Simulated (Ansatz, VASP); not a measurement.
**Two plane-wave programs on CaMg**

```
CELL_PARAMETERS angstrom
3.66812 0.00000 0.00000
-1.83406 3.17668 0.00000
0.00000 0.00000 5.62230
ATOMIC_POSITIONS crystal
Ca 0.00000 0.00000 0.50000
Mg 0.66667 0.33333 0.00000
```

The cell comes from a database or a generator and needn't be the stable form of this composition.

Alike in both runs: task single point; functional LDA; k mesh 6 × 6 × 4; occupations gaussian, width 0.1 eV; no spin polarisation.

|  | VASP | Ansatz |
| --- | --- | --- |
| version | VASP 6.6.1 | Ansatz 0.2.0 |
| potentials or method | VASP PAW LDA potentials, release 64 (Ca_sv, Mg) | scalar-relativistic, plane waves, PAW |
| plane-wave cutoff (eV) | 520 | 420 |
| valence electrons in the cell | 12 | 20 |

|  | VASP | Ansatz | Ansatz less VASP |
| --- | --- | --- | --- |
| gap on the k mesh at the Fermi level (eV) | none | none | - |
| pressure (GPa) | -2.0 | -1.8 | +0.16 |
| largest component of the traceless stress (GPa) | 0.98 | 0.90 | -0.085 |

A gap of «none» marks a metal or a gap that the smearing closes. The two sets of potentials don't hold the same shells in valence.
